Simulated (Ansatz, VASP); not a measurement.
**GaSi: VASP beside Ansatz**

```
Ga Si
1.0
     2.90165    0.00000    0.00000
     0.00000    2.90165    0.00000
     0.00000    0.00000    4.00294
Ga Si
1 1
Cartesian
  0.0000 0.0000 0.0000
  1.4508 1.4508 2.0015
```

Alike in both runs: task relaxation of cell and atoms; functional PBE; k mesh 20 × 20 × 14; occupations gaussian, width 0.1 eV; no spin polarisation.

|  | VASP | Ansatz |
| --- | --- | --- |
| version | VASP 6.6.1 | Ansatz 0.2.0 |
| potentials or method | VASP PAW PBE potentials, release 64 (Ga_d, Si) | scalar-relativistic, plane waves, PAW |
| plane-wave cutoff (eV) | 600 | 420 |
| valence electrons in the cell | 17 | 17 |

|  | VASP | Ansatz | Ansatz less VASP |
| --- | --- | --- | --- |
| gap on the k mesh at the Fermi level, each at its own relaxed structure (eV) | none | none | - |
| relaxed volume (Å³/atom) | 16.86 | 16.85 | -0.013 |
| relaxed cell length with the largest relative difference (Å) | 4.100 | 4.108 | +0.0084 |
| energy change over the relaxation (meV/atom) | -2 | -2 | 0.0 |

A gap of «none» marks a metal or a gap that the smearing closes.
